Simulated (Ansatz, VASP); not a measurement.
**One calculation of Y2TiO4, two programs**

```xyz
7
Lattice="0.0000 3.7440 0.0000 3.7440 0.0000 0.0000 1.8720 1.8720 -6.1426" Properties=species:S:1:pos:R:3 pbc="T T T"
Y     1.8720    1.8720   -1.7961
Y     3.7440    3.7440   -4.3465
Ti    0.0000    0.0000    0.0000
O     0.0000    1.8720    0.0000
O     1.8720    0.0000    0.0000
O     1.8720    1.8720   -4.1401
O     3.7440    3.7440   -2.0025
```

Alike in both runs: task single point; functional r2SCAN; k mesh 5 × 5 × 5; occupations tetrahedron; no spin polarisation.

|  | VASP | Ansatz |
| --- | --- | --- |
| version | VASP 6.6.1 | Ansatz 0.2.0 |
| potentials or method | VASP PAW PBE potentials, release 64 (Y_sv, Ti_sv, O) | PAW plane waves |
| plane-wave cutoff (eV) | 520 | 500 |
| valence electrons in the cell | 58 | 58 |

VASP gave:

```
pressure (GPa)                                  : 4.2
largest component of the traceless stress (GPa) : 6.27
rms of the force components (eV/Å)              : 0.656
```

Task: What did Ansatz give for the same quantities?

Result: Pressure (GPa): 3.7; largest component of the traceless stress (GPa): 6.23; rms of the force components (eV/Å): 0.641.

Atom by atom the forces differ by 0.016 eV/Å (rms over components). Ansatz warned: «band_table_not_solved_further».

Caveats: the PAW data sets were made with another functional, which shifts forces and pressure a little (VASP).
